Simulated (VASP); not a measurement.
A convergence study with VASP on CdS (zinc blende): one setting is varied, all else stays as given below, so the limit is that of these other settings.

```yaml
crystal:
  lattice:
    - [0.00000, 2.91000, 2.91000]
    - [2.91000, 0.00000, 2.91000]
    - [2.91000, 2.91000, 0.00000]
  atoms:
    - { symbol: Cd, position: [0.00000, 0.00000, 0.00000] }
    - { symbol: S, position: [0.25000, 0.25000, 0.25000] }
```

Level of theory: PBEsol GGA, VASP's PBE PAW potentials (set 64) (plane waves; VASP 6.6.1). The tightest run used: 550 eV cut-off, 13×13×13 Monkhorst-Pack mesh, Gaussian smearing of 0.050 eV, potentials Cd S.

```csv
setting,E (eV/atom),pressure (GPa),irreducible k-points
1×1×1 mesh,2.1290,39.46,1
2×2×2 mesh,-3.3903,0.74,2
3×3×3 mesh,-3.3202,1.31,4
4×4×4 mesh,-3.4065,0.53,10
5×5×5 mesh,-3.4017,0.57,10
```

### Question
These are the cheaper rows. Estimate the results at 13×13×13 mesh, and how far the last row shown lies from them.

### Answer

```csv
quantity,tightest run,last row shown is off by
E (eV/atom),-3.4066,0.0049
pressure (GPa),0.53,0.04
```

Left out are rungs that failed or repeat a setting and relaxations that didn't move; long series are thinned to 24 rows.

The compound is CdS in the zinc blende structure, a metastable form; wurtzite is the usual one. The cell was not relaxed at this level.
